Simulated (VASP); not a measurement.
Crystal: TiTe2.

```
Ti Te
1.0
     3.77700    0.00000    0.00000
    -1.88850    3.27098    0.00000
     0.00000    0.00000    6.49800
Ti Te
1 2
Direct
  0.00000 0.00000 0.00000
  0.66667 0.33333 0.26280
  0.33333 0.66667 0.73720
```

* Program: VASP 6.6.1
* Task: relaxation of cell and atoms
* Functional: LDA
* Potentials or basis: VASP PAW LDA potentials, release 64 (Ti_sv, Te)
* Cutoff: 600 eV
* k mesh: 12 × 12 × 6
* Occupations: methfessel-paxton, width 0.1 eV
* Spin: no spin polarisation

At the start: pressure -4.0 GPa; volume 26.76 Å³/atom.

How do energy, volume and symmetry change on relaxing?

Over 12 steps the energy falls by 25.4 meV/atom and the volume is 24.59 Å³/atom (-8.1 %); space group P-3m1 (No. 164, to 0.05 Å).

The path:
| step | energy change (eV) | largest force (eV/Å) | pressure (GPa) | volume (Å³) |
| --- | --- | --- | --- | --- |
| 1 | 0.0000 | 0.2632 | -4.01 | 80.28 |
| 2 | -0.0238 | 0.7561 | 3.51 | 72.74 |
| 3 | -0.0602 | 0.2821 | -0.12 | 75.89 |
| 4 | -0.0682 | 0.1937 | -0.12 | 75.35 |
| 5 | -0.0724 | 0.0592 | -0.06 | 74.56 |
| 6 | -0.0741 | 0.0461 | -0.03 | 74.33 |
| 7 | -0.0763 | 0.0011 | 0.08 | 73.62 |
| 8 | -0.0763 | 0.0026 | 0.09 | 73.64 |
| 9 | -0.0763 | 0.0052 | 0.09 | 73.68 |
| 10 | -0.0762 | 0.0253 | -0.19 | 73.94 |
| 11 | -0.0763 | 0.0047 | -0.01 | 73.76 |
| 12 | -0.0763 | 0.0013 | -0.01 | 73.78 |

Final structure:
```
Ti Te
1.0
     3.66780    0.00000    0.00000
    -1.83390    3.17641    0.00000
     0.00000    0.00000    6.33261
Ti Te
1 2
Cartesian
  1.8339 3.1764 0.0000
  1.8339 1.0588 1.7084
  0.0000 2.1176 4.6242
```
